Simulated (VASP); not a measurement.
# TiC (Khamrabaevite): structure and properties in VASP, part 2 of 2

What structure and properties does PBEsol give TiC (Khamrabaevite), and how near are they to the measured ones? Left out of this account: 1 further run (relaxation: it shows nothing beyond the runs told). The start is a cell from a database of measured crystal structures.

VASP 6.6.1; PBEsol; plane waves and PAW (Ti_sv, C).

So far. Step 13 (Volume scan with PBEsol, volume scale 1.06): The pressure falls from -9.66 to -13.85 GPa. The parabola predicted -13.69 GPa, +0.16 GPa off.

## 14. The series together

Times are for 2 MPI ranks of AMD EPYC 7R43, shared host. The runs compared:

```
no.  volume scale  energy above the lowest point (meV/atom)  pressure (GPa)   time  memory (GiB)
  1          0.94                                     32.75           18.54  5.8 s          0.21
  2          0.96                                     14.06           11.70  5.8 s           0.2
  3          0.98                                       3.4           5.527  5.6 s          0.21
  4             1                                         0        -0.06437  5.6 s          0.21
  5          1.02                                      3.12          -5.146  5.6 s          0.21
  6          1.04                                     12.16          -9.656  5.8 s          0.21
  7          1.06                                     26.55          -13.85    6 s          0.22
```

## 15. Fit for PBEsol

This step: Birch-Murnaghan fit, PBEsol; plane waves and PAW (VASP 6.6.1).

Derived from the runs above.

Numbers from this step:

```
pressure derivative of the bulk modulus : 4.076
r.m.s. error of the fit                 : 5.13e-6 eV/atom
minimum inside the sampled range        : yes
bulk modulus                            : 264.3 GPa
equilibrium volume of the fit           : 9.904 Å³/atom
```

Table of energy above the fitted minimum by volume:

```
volume (Å³/atom)  energy above the fitted minimum (eV/atom)
           9.309                                     0.0328
           9.507                                     0.0141
           9.705                                    0.00341
           9.903                                     8.3e-6
          10.101                                    0.00313
          10.300                                     0.0122
          10.498                                     0.0266
```

The fitted volume lies +0.01 % from the relaxed one.

## 16. Independent-particle dielectric function (PBEsol)

This step: PBEsol; plane waves and PAW (Ti_sv, C) (VASP 6.6.1).

LOPTICS sums transitions from filled to empty bands. The mesh is finer than in the run before. NBANDS is raised for it.

Input file INCAR:

```
SYSTEM = TiC
PREC = Accurate
ENCUT = 520
EDIFF = 1E-06
NELM = 100
ISMEAR = 0
SIGMA = 0.05
LREAL = .FALSE.
ALGO = Normal
GGA = PS
NBANDS = 24
LASPH = .TRUE.
LORBIT = 11
LWAVE = .FALSE.
LCHARG = .FALSE.
KPAR = 2
LOPTICS = .TRUE.
NEDOS = 1500
CSHIFT = 0.1
```

Input file POSCAR:

```
TiC
1.0
    0.0000000000      2.1474690364      2.1474690364
    2.1474690364      0.0000000000      2.1474690364
    2.1474690364      2.1474690364      0.0000000000
Ti C
1 1
Direct
    0.0000000000      0.0000000000      0.0000000000
    0.5000000000      0.5000000000      0.5000000000
```

Input file KPOINTS:

```
Automatic mesh
0
Gamma
11 11 11
0 0 0
```

The projector-augmented-wave data sets are Ti_sv and C (PBE family, release 64).

Command:

```sh
mpirun -np 2 vasp_std
```

Elapsed: 15 s, on 2 MPI ranks of AMD EPYC 7R43, shared host; peak memory 0.28 GiB.

These are independent-particle spectra without excitons or local fields, and fine structure depends on the mesh and on CSHIFT. The intraband (Drude) part is not in this spectrum.

This step gave:

```yaml
scf_cycles: 14
bands: 24
irreducible_k_points: 56
free_energy_toten: -19.80 eV
energy_at_zero_smearing: -19.80 eV
fermi_energy: 9.714 eV
pressure: -0.02381 GPa
```

The imaginary dielectric function, xx has structure finer than the step of the table below, so its rows give means over 0.5 eV, whole bins alone (the curve runs from 0 to 25.0 eV). Peaks (eV: height): 0.76: 74.8, 2.27: 24.8.

Imaginary dielectric function, xx against photon energy; means over each step:

```
photon energy (eV)  imaginary dielectric function, xx
               0.5                               29.9
               1.0                               44.2
               1.5                               11.0
               2.0                               19.0
               2.5                               18.6
               3.0                               16.7
               3.5                               14.3
               4.0                               13.4
               4.5                               11.8
               5.0                               12.4
               5.5                               11.1
               6.0                               9.07
               6.5                               6.63
               7.0                               8.49
               7.5                               6.74
               8.0                               4.39
               8.5                               4.34
               9.0                               4.42
               9.5                               4.45
              10.0                               2.65
              10.5                               2.37
              11.0                               1.49
              11.5                               1.29
              12.0                               1.71
              12.5                               1.92
              13.0                               2.78
              13.5                               2.78
              14.0                               2.81
              14.5                               2.45
              15.0                               2.15
              15.5                               1.69
              16.0                               1.43
              16.5                               1.85
              17.0                               1.58
              17.5                               1.41
              18.0                               1.21
              18.5                               1.37
              19.0                               1.36
              19.5                               1.19
              20.0                              0.864
              20.5                              0.802
              21.0                              0.698
              21.5                              0.501
              22.0                              0.321
              22.5                              0.373
              23.0                              0.433
              23.5                              0.432
              24.0                              0.408
              24.5                              0.457
```

The real dielectric function, xx by photon energy:

photon energy (eV), real dielectric function, xx and a bar from the least value:
```
        0       56.4 ##############################
        1        2.9 ###
        2       16.3 ##########
        3        5.6 ####
        4        3.5 ###
        5        2.6 ###
        6       -2.8 
        7       -1.0 #
        8       -2.7 
        9       -1.6 #
       10       -2.3 
       11       -1.4 #
       12        0.6 ##
       13        1.3 ##
       14        0.1 ##
       15       -0.4 #
       16       -0.3 #
       17       -0.5 #
       18       -0.3 #
       19       -0.2 #
       20       -0.4 #
       21       -0.4 #
       22       -0.1 #
       23        0.2 ##
       24        0.3 ##
```

## 17. Field gradients at the nuclei (PBEsol)

Field gradients probe how far the charge around each nucleus departs from cubic symmetry; LASPH keeps the non-spherical terms inside the spheres.

Input file INCAR:

```
SYSTEM = TiC
PREC = Accurate
ENCUT = 520
EDIFF = 1E-07
NELM = 100
ISMEAR = 0
SIGMA = 0.05
LREAL = .FALSE.
ALGO = Normal
GGA = PS
NBANDS = 14
LASPH = .TRUE.
LORBIT = 11
LWAVE = .FALSE.
LCHARG = .FALSE.
KPAR = 2
LEFG = .TRUE.
```

POSCAR is that of step 16.

Input file KPOINTS:

```
Automatic mesh
0
Gamma
8 8 8
0 0 0
```

Command:

```sh
mpirun -np 2 vasp_std
```

It took 6.2 s on 2 MPI ranks; peak memory 0.2 GiB.

This step gave:

```
SCF cycles           : 16
bands                : 14
irreducible k-points : 29
Fermi energy         : 9.573 eV
pressure             : -0.04848 GPa
```

Electric field gradients, by row:

```
atom  Vxx (V/Å²)  Vyy (V/Å²)  Vzz (V/Å²)  asymmetry
 Ti1      -0.001      -0.001       0.001          -
  C2           0           0           0          -
```

All gradients vanish within the noise.

The run ends at a pressure of -0.05 GPa.

## 18. Summary of results

- relaxed volume: 9.903 Å³/atom
- relaxed conventional cell a, b, c: 4.295, 4.295, 4.295 Å
- space group after relaxing, within 0.02 Å: Fm-3m (No. 225)
- band gap: none, a metal
- DOS at the Fermi level: 0.228 states/eV/cell
- bulk modulus from the fit: 264 GPa
- volume from the fit: 9.90 Å³/atom
- largest field gradient Vzz: zero within the noise on all sites

With PBEsol, TiC (Khamrabaevite) relaxes to 9.903 Å³/atom in space group Fm-3m (held by the symmetry of the run), comes out as a metal and has a bulk modulus of 264 GPa. Against the listed cell the volume lies -2.3 %. Band structure (PBEsol): Of the bands kept, 4 cross the Fermi level on this path. The k-sampling is coarse for a metal, so the Fermi level, pressures and the shape of the cell carry errors. No search among competing phases was made, and a listed structure need not be the one stable at ambient conditions. All values are for a static lattice at zero temperature.

Computed beside measured:

```
              quantity  measured          PBEsol
lattice constant a (Å)     4.325  4.295 (-0.7 %)
```

Measured values from arxiv:2411.15754 (2024).

How well it matches: The lattice constant a is off by -0.7 %: good agreement. The grades are ours: good and fair within 0.7 and 1.5 % for the lattice constant a. Zero-point motion and thermal expansion are not in the computed lattice constants.

[Lines on the potential files, build, host, timing and source positions are cut from VASP's logs without a mark.]

[Logs are printed without paths, hosts, clocks, repeated set-up lines and the standing remarks that a program may print on its own settings, such as how far it seeks lower states.]

[Hosts, paths, dates, database ids (printed as entryN), source tags and the programs' standing remarks are cut or masked in the printed files.]

[A measured line is paired with the nearest computed mode of its activity, which favours agreement.]
